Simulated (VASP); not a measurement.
Input:

```
CELL_PARAMETERS angstrom
      4.22445     2.11033     2.11033
      2.11033     4.22445     2.11033
      2.11033     2.11033     4.22445
ATOMIC_POSITIONS crystal
  Ni 0.00000 0.00000 0.00000
  Ni 0.50000 0.50000 0.50000
  O  0.25000 0.25000 0.25000
  O  0.75000 0.75000 0.75000
```
Starting moments (μB, in the order of the record's atoms Ni Ni O O): 1.4 -1.4 0.0 0.0.

Method: revPBE GGA, VASP's PBE PAW potentials (set 64) (plane waves; VASP). Numerical set-up: 520 eV cut-off, 9×9×9 Γ-centred mesh, Gaussian smearing of 0.050 eV, potentials Ni O.

**Question.** What does the run give for the cell moment, energy per atom (σ→0)?

**Answer.** 
```json
{
  "cell_moment": "0.00 μB",
  "energy per atom (σ→0)": "-5.502 eV/atom"
}
```

**Question.** Give the moment on each site (PAW-sphere projection).

**Answer.** 
```
site  moment (μB)
----  -----------
Ni1          1.38
Ni2         -1.38
O3           0.00
O4           0.00
```

Total energies compare only between runs with the same potentials, cut-off and functional.

The compound is NiO in the rock salt, AFM-II order structure. It was relaxed first.
